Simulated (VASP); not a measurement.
Computed with PBEsol GGA, VASP's PBE PAW potentials (set 64) (plane waves; VASP).

A VASP calculation is set up with these files.

**INCAR**
```
IBRION=2
DIPOL=0.5 0.5 0.5
EDIFFG=-0.03
LCHARG=.False.
LDIPOL=.True.
ALGO=Normal   # blocked Davidson
ISIF=2
SIGMA=0.1
LREAL=.False.   # projection in real space or not
NELMIN=4
NSW=50   # most ionic steps
ENCUT=400   # plane-wave cut-off (eV)
GGA=PS   # PBEsol
IDIPOL=3
PREC=Normal
LASPH=.True.   # aspherical one-centre terms
ISMEAR=1   # Methfessel-Paxton
SYSTEM=Al(110) slab
LWAVE=.True.
NELM=100   # most electronic steps
EDIFF=1E-5
```

**KPOINTS**
```
Regular mesh
0
gamma
10 7 1
0 0 0
```

File POSCAR:
```
Al(110) slab
1.0
  2.8368564409   0.0000000000   0.0000000000
  0.0000000000   4.0119215030   0.0000000000
  0.0000000000   0.0000000000  26.2063962745
Al
8
Direct
  0.0000000000   0.0000000000   0.3105620000
  0.5000000000   0.5000000000   0.3646870000
  0.0000000000   0.0000000000   0.4188120000
  0.5000000000   0.5000000000   0.4729370000
  0.0000000000   0.0000000000   0.5270630000
  0.5000000000   0.5000000000   0.5811880000
  0.0000000000   0.0000000000   0.6353130000
  0.5000000000   0.5000000000   0.6894380000
```

POTCAR, in this order: Al (PBE.64 set). Program: vasp_std.

**Question.** Estimate the energy per atom (σ→0), band gap (on the k-mesh).

**Answer.** 
| Property | Result |
|---|---|
| energy per atom (σ→0) | -3.888 eV/atom |
| band gap (on the k-mesh) | none (metal, semimetal or under 0.01 eV) |

**OSZICAR**
```
...
DAV:   6    -0.311056604474E+02    0.79652E-05   -0.38163E-05   901   0.286E-02
   9 F= -.31105660E+02 E0= -.31106624E+02  d E =-.134561E-01
       N       E                     dE             d eps       ncg     rms          rms(c)
DAV:   1    -0.311058632195E+02   -0.19481E-03   -0.11441E-01   819   0.211E+00    0.131E-01
DAV:   2    -0.311061136773E+02   -0.25046E-03   -0.59181E-03  1003   0.473E-01    0.537E-02
DAV:   3    -0.311061058617E+02    0.78156E-05   -0.60824E-04  1206   0.144E-01    0.288E-02
DAV:   4    -0.311061049370E+02    0.92466E-06   -0.95022E-05  1179   0.568E-02
  10 F= -.31106105E+02 E0= -.31106858E+02  d E =-.139006E-01
```

The cell is a thin slab with vacuum, built from Al (fcc): (110) face.
